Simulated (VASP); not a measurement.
Output of a VASP run:

File OSZICAR:
```
       N       E                     dE             d eps       ncg     rms          rms(c)
DAV:   1     0.140441544999E+01    0.14044E+01   -0.72954E+02  1205   0.417E+02
DAV:   2    -0.891612101188E+00   -0.22960E+01   -0.22366E+01  1705   0.599E+01
DAV:   3    -0.100773921777E+01   -0.11613E+00   -0.11463E+00  1505   0.912E+00
DAV:   4    -0.101127895315E+01   -0.35397E-02   -0.35015E-02  1575   0.141E+00
DAV:   5    -0.101130508225E+01   -0.26129E-04   -0.26126E-04  1515   0.125E-01    0.242E-01
DAV:   6    -0.101162610867E+01   -0.32103E-03   -0.42888E-04  1350   0.207E-01    0.144E-01
DAV:   7    -0.101209612028E+01   -0.47001E-03   -0.12058E-03  1260   0.361E-01    0.214E-02
DAV:   8    -0.101214725378E+01   -0.51134E-04   -0.33123E-04  1660   0.171E-01    0.163E-02
DAV:   9    -0.101214390619E+01    0.33476E-05   -0.53617E-06  1380   0.237E-02    0.245E-03
DAV:  10    -0.101214244703E+01    0.14592E-05   -0.12647E-06  1315   0.141E-02    0.310E-03
DAV:  11    -0.101214458472E+01   -0.21377E-05   -0.35238E-07  1295   0.659E-03    0.625E-04
DAV:  12    -0.101214451842E+01    0.66292E-07   -0.36727E-08   655   0.291E-03
   1 F= -.10121445E+01 E0= -.10121179E+01  d E =-.798388E-04
```

### OUTCAR
```
------------------------ aborting loop because EDIFF is reached ----------------------------------------
  FORCE on cell =-STRESS in cart. coord.  units (eV):
  Direction    XX          YY          ZZ          XY          YZ          ZX
  --------------------------------------------------------------------------------------
  Total       -0.0006232     -0.0006232     -0.0006232     -0.0000000      0.0000000     -0.0000000
  in kB       -0.0490534     -0.0490534     -0.0490534     -0.0000000      0.0000000     -0.0000000
  external PRESSURE =      -0.0490534 kB  Pullay stress =       0.0000000 kB
  volume of cell :       20.35
      direct lattice vectors                 reciprocal lattice vectors
    -1.719990592  1.719990592  1.719990592     0.000000000  0.290699264  0.290699264
     1.719990592 -1.719990592  1.719990592     0.290699264  0.000000000  0.290699264
     1.719990592  1.719990592 -1.719990592     0.290699264  0.290699264  0.000000000
 POSITION                                       TOTAL-FORCE (eV/Angst)
 -----------------------------------------------------------------------------------
      0.00000      0.00000      0.00000        -0.000000     -0.000000      0.000000
 -----------------------------------------------------------------------------------
    total drift:                               -0.000000     -0.000000      0.000000
  FREE ENERGIE OF THE ION-ELECTRON SYSTEM (eV)
  ---------------------------------------------------
  free  energy   TOTEN  =        -1.0121445184 eV

  energy  without entropy=       -1.0120646796  energy(sigma->0) =       -1.01211791
```
(Selected blocks of OUTCAR.)

File POSCAR:
```
Li
1
   -1.7199905921     1.7199905921     1.7199905921
    1.7199905921    -1.7199905921     1.7199905921
    1.7199905921     1.7199905921    -1.7199905921
Li
1
Direct
  0.0000000000   0.0000000000   0.0000000000
```

Question: Reconstruct the remaining input files.

Answer: Several could match; the one computed here: the input of the run itself, optB86b-vdW, plane waves, VASP's PBE PAW potentials (set 64).

**INCAR**
```
SYSTEM = Li
ISIF = 2
LCHARG = .False.
LASPH = .True.
PARAM2 = 1.0
NELM = 100   # most electronic steps
PARAM1 = 0.1234
LUSE_VDW = .True.
AGGAC = 0.0
ALGO = Normal   # blocked Davidson
GGA = MK
LREAL = .False.   # projection in real space or not
EDIFF = 1E-7   # SCF stop (eV)
SIGMA = 0.1
LWAVE = .False.
PREC = Accurate
ENCUT = 520
ISMEAR = 1   # Methfessel-Paxton
```

File KPOINTS:
```
Automatic
0
Gamma
15 15 15
0 0 0
```

POTCAR, in this order: Li_sv (PBE.64 set). Program: vasp_std.

The compound is Li in the bcc structure. It was relaxed first.
